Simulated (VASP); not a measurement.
**Sn3Te2Se (space group P-3m1): computed properties**

Method: r2SCAN meta-GGA, VASP's PBE PAW potentials (set 64) (plane waves; VASP).

For Sn3Te2Se, the space group is P-3m1 (164) and the cell comes out as a = b = 4.423 Å, c = 10.805 Å, α = β = 90.00°, γ = 120.00°. The volume per atom comes out as 30.50 Å³/atom. The band gap (over mesh and band path) comes out as none (metal, semimetal or under 0.01 eV). The density is 6.26 g/cm³.

```cif
data_SeSn3Te2
_chemical_formula_sum 'Sn3 Te2 Se1'
_space_group_name_H-M_alt 'P-3m1'
_space_group_IT_number 164
_space_group_name_Hall '-P 3 2"'
_cell_length_a 4.42266
_cell_length_b 4.42266
_cell_length_c 10.80458
_cell_angle_alpha 90.000
_cell_angle_beta 90.000
_cell_angle_gamma 120.000
loop_
_atom_site_label
_atom_site_type_symbol
_atom_site_symmetry_multiplicity
_atom_site_Wyckoff_symbol
_atom_site_fract_x
_atom_site_fract_y
_atom_site_fract_z
_atom_site_occupancy
Sn1 Sn 1 b 0.00000 0.00000 0.50000 1
Sn2 Sn 2 d 0.33333 0.66667 0.15198 1
Te1 Te 2 d 0.66667 0.33333 0.32583 1
Se1 Se 1 a 0.00000 0.00000 0.00000 1
```

Unless said otherwise, spin-orbit coupling is left out, though it shifts the bands of the heavy elements here.

The structure comes from a computed database's Sn3Te2Se entry (P-3m1); how it stands against other phases isn't given here. It was relaxed first. Symmetry was kept, so distortions that lower it aren't found.
